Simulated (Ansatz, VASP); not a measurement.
**PbO2 (Plattnerite): VASP beside Ansatz**

Aim: how closely do two programs agree when they are given the same cell, functional and k mesh?

Program: Ansatz 0.2.0. Level of theory: plane waves, with VASP 6.6.1 beside it; single point at PBEsol. Results are calculated unless marked as measured.

## (1) Starting point

The structure is tetragonal, space group P4_2/mnm (No. 136). Conventional cell: a = 4.958 Å, b = 4.958 Å, c = 3.388 Å, α = 90.00°, β = 90.00°, γ = 90.00°. Pb has 6 O at 2.15 to 2.17 Å nearest. O has 3 Pb at 2.15 to 2.17 Å nearest. Farther neighbours and most contacts between anions are not listed.

## (2) Ansatz: single point, PBEsol

Ansatz runs on its default PAW (the set named soft_2) files.

A single point gives forces, pressure and levels at one fixed geometry, so differences don't come from the geometry; what else differs is listed under the comparison.

The input, input.yaml:

```yaml
crystal:
  lattice:
    - [4.9577, 0.0, 0.0]
    - [0.0, 4.9577, 0.0]
    - [0.0, 0.0, 3.3879]
  atoms:
    - { symbol: Pb, position: [0.0, 0.0, 0.0] }
    - { symbol: Pb, position: [0.5, 0.5, 0.5] }
    - { symbol: O, position: [0.3072, 0.3072, 0.0] }
    - { symbol: O, position: [0.6928, 0.6928, 0.0] }
    - { symbol: O, position: [0.1928, 0.8072, 0.5] }
    - { symbol: O, position: [0.8072, 0.1928, 0.5] }
hamiltonian:
  xc: pbesol
  pseudopotentials: { kind: paw }
kpoints:
  mp_grid: { grid: [6, 6, 8] }
scf:
  occupations: { method: fermi_dirac, width: 0.05 }
  n_extra_bands: 5
output:
  forces: true
  stress: true
  eigenvalues: true
```

Started as:

```console
> ansatz run input.yaml --threads 4 --pin off --max-ram 9216MiB --backend cpu --events-out ev --progress --plain --runs-dir out
```

Numbers of over 12 decimals in the logs are rounded to 6 here.

What it wrote:

```text
scf.n_extra_bands = 5 over 26 filled bands (N_el = 52.0): the run solves 31 bands
Engine: ansatz 0.2.0, aarch64-unknown-linux-gnu
Pseudopotentials: kind: paw
Pseudopotential: Pb, paw, valence charge 14, recommended cutoff 420 eV (normal), Pb.paw.azcp
Pseudopotential: O, paw, valence charge 6, recommended cutoff 420 eV (normal), O.paw.azcp
Functional definition: PBEsol
  exchange = pbesol_x
  correlation = pbesol_c
Crystal: 6 atoms, lattice volume = 83.270 Å³
Basis set: ecut = 420 eV, 1623 PW (Γ), exchange–correlation on 72×72×48 points (8 copies of the dense FFT grid, shifted against one another)
Bands: 31, of which v1, the nominal top of the filled ones, is band 26 counted from 1 (25 counted from 0)
Symmetry: 16 space group operations
Space group: P42/mnm (ITA 136), of the structure as read, at distance tolerance 4.4e-5 Å
k-points: 50 of 288
Non-local potential: Pb, projectors of the file, l = 0: 2, l = 1: 2, l = 2: 2, l = 3: 2
Non-local potential: O, projectors of the file, l = 0: 2, l = 1: 2, l = 2: 1
PAW form: soft (Blöchl's): semilocal exchange-correlation on the pseudo side does not see the compensation charge
PAW frozen core: Pb, regenerated for the run's functional, and the local potential with it (the file was generated under x = pbe(κ = 0.804, μ = 0.219515), c = pbe(β = 0.066725))
PAW frozen core: O, regenerated for the run's functional, and the local potential with it (the file was generated under x = pbe(κ = 0.804, μ = 0.219515), c = pbe(β = 0.066725))
PAW one-centre angular grid: Pb, 590 points (default); XC on 64 Gauss nodes
PAW one-centre angular grid: O, 110 points (default); XC on 64 Gauss nodes
Initial density: superposition of atomic densities (neutral atoms: chi_scale 0, normalization atom), corrected by the library's trained network
Initial wavefunctions: pseudopotential atomic-orbital guess
Functional: x = pbesol(κ = 0.804, μ = 0.123457), c = pbesol(β = 0.046)
SCF iter   1: F=—  HF=-25748.311715 eV  |F-HF|=—  |Δ(HF+E_count)|=         —  Δρ=1.72e-2  dr2=2.11e-1  ethr=1.77e-3  ⟨swp⟩=6.8  Hψ=7422  notcnv=0
preconditioner: auto → Kerker (q_TF=auto, 2.522 Å⁻¹)  [metal: Δε(μ)=0.105 eV  Ē_g=15.664 eV  σ=0.050 eV  W_gap=0.46  n_scr=18 (ndim 8)  ℏωp=29.3 eV  f_vac=0.054  D(μ)=0.39/eV (n_scr^D=0)]
SCF iter   2: F=—  HF=-25748.255730 eV  |F-HF|=—  |Δ(HF+E_count)|=   5.60e-2  Δρ=3.04e-3  dr2=6.72e-3  ethr=4.05e-4  ⟨swp⟩=2.6  Hψ=2673  notcnv=0  defer=43
SCF iter   3: F=—  HF=-25748.255081 eV  |F-HF|=—  |Δ(HF+E_count)|=   6.48e-4  Δρ=1.69e-3  dr2=2.30e-3  ethr=1.29e-5  ⟨swp⟩=2.3  Hψ=2353  notcnv=0  defer=43
SCF iter   4: F=—  HF=-25748.255428 eV  |F-HF|=—  |Δ(HF+E_count)|=   3.46e-4  Δρ=4.59e-4  dr2=2.13e-4  ethr=4.43e-6  ⟨swp⟩=2.4  Hψ=2832  notcnv=0  defer=43
SCF iter   5: F=—  HF=-25748.255553 eV  |F-HF|=—  |Δ(HF+E_count)|=   1.26e-4  Δρ=1.44e-4  dr2=2.12e-5  ethr=4.10e-7  ⟨swp⟩=2.4  Hψ=2394  notcnv=0  defer=43
SCF iter   6: F=—  HF=-25748.255477 eV  |F-HF|=—  |Δ(HF+E_count)|=   7.60e-5  Δρ=5.19e-5  dr2=2.67e-6  ethr=4.08e-8  ⟨swp⟩=2.4  Hψ=2872  notcnv=0  defer=43
SCF iter   7: F=—  HF=-25748.255477 eV  |F-HF|=—  |Δ(HF+E_count)|=   1.76e-7  Δρ=1.54e-5  dr2=2.34e-7  ethr=5.13e-9  ⟨swp⟩=3.0  Hψ=3061  notcnv=0  defer=43
SCF iter   8: F=-25748.255477 eV  HF=-25748.255477 eV  |F-HF|=8.29e-9  |Δ(HF+E_count)|=   1.05e-7  Δρ=4.03e-6  dr2=1.13e-8  ethr=1.92e-10  ⟨swp⟩=11.2  Hψ=7985  notcnv=0
SCF 1 converged in 8 iterations: F = -25748.255477 eV  dr2 = 1.13e-8
  greatest PAW one-centre occupation: 0.988 electrons in one spin orbital (limit 2), on the Pb atom at site 1 (counted from 0), in its partial waves of l = 2
SCF converged after 8 iterations
Free energy (F): -25748.255477 eV
Harris-Foulkes:  -25748.255477 eV  (|F-HF|=8.29e-9)
Internal energy: -25748.252376 eV  (E = F + TS)
E sigma→0 (E₀):  -25748.253926 eV
Entropy (-TS):   -0.003102 eV (-0.517 meV/atom)
Fermi energy:    8.133511 eV
--- Per-component energies (eV) ---
  E_band       = -78.370084
  E_kinetic    = 1281.309412
  E_local      = -3394.467779  (includes V_loc(G=0)·N_el)
  E_nonlocal   = 909.420362
  E_hartree    = 1302.957499
  E_xc         = -719.506544
  E_vxc        = -628.179385  (∫ρ·V_xc dr)
  E_paw        = -21145.483561  (= ΣΔE_a)
  E_vpaw       = -852.376024  (= ΣTr[D̂ρ^β])
  E_aug_tail   = 0.009598  (compensation charges beyond the density's cutoff)
  E_ewald      = -3982.756747
  E_core_change = 0.265385  (= ΣΔE_core)
  E_smearing   = -0.003102  (= −TS)
  E_closure    = 0.000000  (closes the sum)
  Σ components = -25748.255477   (vs F -25748.255477, Δ=0.00e0)
--- Forces (eV/Å), atoms counted from 1 ---
  atom   1  Pb     0.00000000    -0.00000000     0.00000000
  atom   2  Pb     0.00000000     0.00000000     0.00000000
  atom   3  O     -0.00332574    -0.00332574     0.00000000
  atom   4  O      0.00332574     0.00332574     0.00000000
  atom   5  O      0.00332574    -0.00332574     0.00000000
  atom   6  O     -0.00332574     0.00332574     0.00000000
  max |Σ_I F_I| component: 0.00e0 eV/Å
--- Stress (GPa, compression-positive) ---
        3.019288       0.000000       0.000000
        0.000000       3.019288       0.000000
        0.000000       0.000000       3.854519
  P = ⅓ Tr σ = 3.2977 GPa (32.977 kbar)
--- Band table (eV; the first three rows and the last of 50) ---
  k-point 0: bands = [... 22 lower, 7.4459, 7.4689, 7.4791, 7.4791, 8.1484, 12.4468, 13.8935, 13.8935, ... 1 higher]
  k-point 1: bands = [... 22 lower, 6.9133, 7.5436, 7.5436, 8.0422, 8.4164, 12.5699, 14.4680, 14.4680, ... 1 higher]
  k-point 2: bands = [... 22 lower, 6.2812, 7.4910, 7.4910, 7.7508, 9.8945, 12.6998, 15.7280, 15.7280, ... 1 higher]
  k-point 49: bands = [... 22 lower, 7.3736, 7.3736, 7.5239, 7.5239, 10.9823, 10.9823, 16.3514, 16.3514, ... 1 higher]
```

Elapsed: 2.3 s, on 4 threads of Arm Neoverse V1, shared host; peak memory 0.43 GiB.

Reading the cycles: dr2 is the Hartree energy of the density residual (eV), the measure of convergence; HF is the Harris–Foulkes estimate of the energy, which meets the free energy F at convergence.

The run ends at a pressure of 3.30 GPa, with forces up to 0.0047 eV/Å.

## (3) VASP: single point, PBEsol

The same cell, functional, mesh and smearing now go to VASP, with its own data sets and cutoff.

Lines of VASP's logs that name or quote its potential files are left out, and so is its time.

The input, run.py:

```python
import numpy as np
from ase.calculators.vasp import Vasp
from ase.io import read
from ase.dft.bandgap import bandgap

atoms = read('PbO2.cif')

calc = Vasp(
    xc='pbesol',
    pp='PBE',
    prec='Accurate',
    encut=520,
    ediff=1e-06,
    nelm=100,
    ismear=-1,
    sigma=0.05,
    lreal=False,
    algo='Normal',
    nbands=32,
    lorbit=11,
    lwave=False,
    lcharg=False,
    kpar=4,
    isif=2,
    pp_version='64',
    setups={'Pb': '_d', 'O': ''},
    kpts=(6, 6, 8),
    gamma=True,
    txt='vasp.out',
)
atoms.calc = calc

print("energy (eV):", round(atoms.get_potential_energy(), 6))
print("Fermi level (eV):", round(calc.get_fermi_level(), 4))
print("forces (eV/A):")
print(np.round(atoms.get_forces(), 4))
print("stress (GPa, Voigt, tension positive):", np.round(atoms.get_stress() * 160.21766, 3))
gap, p1, p2 = bandgap(calc, direct=False)
print("gap on the mesh (eV):", round(gap, 4))
```

The input, PbO2.cif:

```cif
data_PbO2
_cell_length_a 4.95770000
_cell_length_b 4.95770000
_cell_length_c 3.38790000
_cell_angle_alpha 90.00000000
_cell_angle_beta 90.00000000
_cell_angle_gamma 90.00000000
_space_group_name_H-M_alt 'P4_2/mnm'
_space_group_name_Hall '-P 4n 2n'
_space_group_IT_number 136
loop_
_space_group_symop_operation_xyz
'x,y,z'
'-x,-y,-z'
'-y+1/2,x+1/2,z+1/2'
'y+1/2,-x+1/2,-z+1/2'
'-x,-y,z'
'x,y,-z'
'y+1/2,-x+1/2,z+1/2'
'-y+1/2,x+1/2,-z+1/2'
'x+1/2,-y+1/2,-z+1/2'
'-x+1/2,y+1/2,z+1/2'
'-y,-x,-z'
'y,x,z'
'-x+1/2,y+1/2,-z+1/2'
'x+1/2,-y+1/2,z+1/2'
'y,x,-z'
'-y,-x,z'
loop_
_atom_site_label
_atom_site_type_symbol
_atom_site_symmetry_multiplicity
_atom_site_Wyckoff_symbol
_atom_site_fract_x
_atom_site_fract_y
_atom_site_fract_z
_atom_site_occupancy
Pb1 Pb 2 a 0.0000000000 0.0000000000 0.0000000000 1
O1 O 4 f 0.3072000000 0.3072000000 0.0000000000 1
```

The projector-augmented-wave data sets are Pb_d and O (PBE family, release 64).

Started as:

```console
> export ASE_VASP_COMMAND="mpirun -np 4 vasp_std"
> python run.py
```

What it wrote:

```text
energy (eV): -34.034167
Fermi level (eV): 4.3579
forces (eV/A):
[[ 0.      0.     -0.    ]
 [ 0.      0.     -0.    ]
 [-0.0089 -0.0089  0.    ]
 [ 0.0089  0.0089 -0.    ]
 [ 0.0089 -0.0089 -0.    ]
 [-0.0089  0.0089 -0.    ]]
stress (GPa, Voigt, tension positive): [-3.218 -3.218 -4.238 -0.    -0.    -0.   ]
gap on the mesh (eV): 0.1065
```

ASE turned this into the INCAR:

```
ENCUT = 520.000000
SIGMA = 0.050000
EDIFF = 1.00e-06
ALGO = Normal
GGA = PS
PREC = Accurate
ISIF = 2
ISMEAR = -1
KPAR = 4
LORBIT = 11
NBANDS = 32
NELM = 100
LCHARG = .FALSE.
LWAVE = .FALSE.
LREAL = .FALSE.
```

ASE turned this into the KPOINTS:

```
KPOINTS created by Atomic Simulation Environment
0
Gamma
6 6 8
0 0 0
```

OUTCAR, selected parts (step 3):

```text
ion  position               nearest neighbor table
   1  0.000  0.000  0.000-   3 2.15   4 2.15   5 2.17   6 2.17   5 2.17   6 2.17   2 3.89   2 3.89
                             2 3.89   2 3.89   2 3.89   2 3.89   2 3.89   2 3.89
   2  0.500  0.500  0.500-   5 2.15   6 2.15   3 2.17   4 2.17   3 2.17   4 2.17   1 3.89   1 3.89
                             1 3.89   1 3.89   1 3.89   1 3.89   1 3.89   1 3.89
   3  0.307  0.307  0.000-   1 2.15   2 2.17   2 2.17
   4  0.693  0.693  0.000-   1 2.15   2 2.17   2 2.17
   5  0.193  0.807  0.500-   2 2.15   1 2.17   1 2.17
   6  0.807  0.193  0.500-   2 2.15   1 2.17   1 2.17

  LATTYP: Found a simple tetragonal cell.
 ALAT       =     4.9577000000
 C/A-ratio  =     0.6833612361

 Subroutine GETGRP returns: Found 16 space group operations
 (whereof  8 operations were pure point group operations)

The static configuration has the point symmetry D_2h.
 The point group associated with its full space group is D_4h.

 Found     50 irreducible k-points:

   k-points           NKPTS =     50   k-points in BZ     NKDIM =     50   number of bands    NBANDS=     32

   dimension x,y,z NGX =    40 NGY =   40 NGZ =   28
   dimension x,y,z NGXF=    80 NGYF=   80 NGZF=   56

   ENCUT  =  520.0 eV  38.22 Ry    6.18 a.u.   9.22  9.22  6.30*2*pi/ulx,y,z

   NELECT =      52.0000    total number of electrons

 k-points in reciprocal lattice and weights: KPOINTS created by Atomic Simulation Env
   0.00000000  0.00000000  0.00000000       0.003
   0.16666667  0.00000000  0.00000000       0.014
   0.33333333  0.00000000  0.00000000       0.014
   0.50000000  0.00000000  0.00000000       0.007
   0.16666667  0.16666667  0.00000000       0.014
   0.33333333  0.16666667  0.00000000       0.028
   0.50000000  0.16666667  0.00000000       0.014
   0.33333333  0.33333333  0.00000000       0.014
   0.50000000  0.33333333  0.00000000       0.014
[...]
0.50000000  0.33333333  0.50000000       0.014
   0.50000000  0.50000000  0.50000000       0.003

 average (electrostatic) potential at core
       1 -90.9039       2 -90.9039       3 -69.4354       4 -69.4354       5 -69.4354
       6 -69.4354

 E-fermi :   4.3579

 k-point     1 :       0.0000    0.0000    0.0000
  band No.  band energies     occupation
    ...
     23       3.6690      2.00000
     24       3.6727      2.00000
     25       3.6897      2.00000
     26       3.6897      2.00000
     27       4.3806      0.77650
     28       8.6453      0.00000
     29      10.0973      0.00000
     30      10.0973      0.00000
     31      13.8333      0.00000
     32      14.2042      0.00000

 k-point     2 :       0.1667    0.0000    0.0000
  band No.  band energies     occupation
    ...
     23       3.6699      2.00000
     24       3.6815      2.00000
     25       3.7023      2.00000
     26       4.2495      1.79457
     27       4.4019      0.58628
     28       8.4269      0.00000
     29      10.2057      0.00000
     30      10.2617      0.00000
     31      13.8986      0.00000
     32      14.4697      0.00000

 k-point     3 :       0.3333    0.0000    0.0000
  band No.  band energies     occupation
    ...
     22       3.3237      2.00000
     23       3.6435      2.00000
     24       3.6617      2.00000
     25       3.7885      1.99998
     26       4.0465      1.99606
     27       5.5879      0.00000
     28       7.8023      0.00000
     29      10.4977      0.00000
     30      10.5865      0.00000
     31      13.9742      0.00000
    ...

  Total        1.6724816      1.6724816      2.2025212      0.0000000      0.0000000      0.0000000
  in kB       32.1796167     32.1796167     42.3779178      0.0000000      0.0000000      0.0000000
  external PRESSURE =      35.5790504 kB  Pullay stress =       0.0000000 kB

  energy-cutoff  :      520.00
  volume of cell :       83.27
      direct lattice vectors                 reciprocal lattice vectors
     4.957700000  0.000000000  0.000000000     0.201706436  0.000000000  0.000000000
     0.000000000  4.957700000  0.000000000     0.000000000  0.201706436  0.000000000
     0.000000000  0.000000000  3.387900000     0.000000000  0.000000000  0.295168098

 POSITION                                       TOTAL-FORCE (eV/Angst)
 -----------------------------------------------------------------------------------
      0.00000      0.00000      0.00000         0.000000      0.000000     -0.000000
      2.47885      2.47885      1.69395         0.000000      0.000000     -0.000000
      1.52301      1.52301      0.00000        -0.008927     -0.008927      0.000000
      3.43469      3.43469      0.00000         0.008927      0.008927     -0.000000
      0.95584      4.00186      1.69395         0.008927     -0.008927     -0.000000
      4.00186      0.95584      1.69395        -0.008927      0.008927     -0.000000
 -----------------------------------------------------------------------------------
    total drift:                                0.000000     -0.000000     -0.000000

  FREE ENERGIE OF THE ION-ELECTRON SYSTEM (eV)
  ---------------------------------------------------
  free  energy   TOTEN  =       -34.0358084116 eV

  energy  without entropy=      -34.0325257940  energy(sigma->0) =      -34.03416710

 total charge
# of ion       s       p       d       tot
------------------------------------------
    1        1.029   0.808  10.044  11.881
    2        1.029   0.808  10.044  11.881
    3        1.574   3.384   0.000   4.959
    4        1.574   3.384   0.000   4.959
    5        1.574   3.384   0.000   4.959
    6        1.574   3.384   0.000   4.959
--------------------------------------------------
tot          8.356  15.153  20.087  43.597

[... 3 further parts left out ...]
```

At this level the cell is under a pressure of 3.6 GPa, so at these settings it is away from equilibrium.

## (4) Comparison

Known differences besides the potentials themselves: the cutoff is 420 eV in Ansatz and 520 eV in VASP; Ansatz makes its cores anew for this functional, VASP keeps those of its PBE data sets; VASP leaves aspherical gradient terms in its spheres out (LASPH is not set), Ansatz keeps them. Total energies have different zeros and are not compared.

The two programs side by side:

| quantity | Ansatz | VASP | difference |
| --- | --- | --- | --- |
| pressure (GPa) | 3.30 | 3.56 | -0.26 |
| pressure without Ansatz's Pulay correction (GPa) | 2.68 | 3.56 | -0.88 |
| gap on the k mesh (eV) | 0.106 | 0.106 | 0.000 |

At this near-relaxed geometry the largest component of a force difference is 6 meV/Å. A gap on the mesh is an upper bound, since the band edges may lie between its points; neither run holds spin-orbit coupling, which can move the band edges of a compound of Pb. Ansatz's pressure holds a Pulay correction of 0.62 GPa; VASP's holds none.

## (5) What came out

```yaml
difference_in_gap_on_the_k_mesh_single_point_pbesol: -3.9e-4 eV
```

The difference in gap on the k mesh is -3.9e-4 eV (single point, PBEsol), within the 0.08 eV picked in this series as the mark of a large difference. 1 further run of this series is not shown here. How closely two codes agree says nothing of how well the functional describes the real material.

[Lines on the potential files, build, host, timing and source positions are cut from VASP's logs without a mark.]

[Logs are printed without paths, hosts, clocks, repeated set-up lines and the standing remarks that a program may print on its own settings, such as how far it seeks lower states.]

[Hosts, paths, dates, database ids (printed as entryN), source tags and the programs' standing remarks are cut or masked in the printed files.]
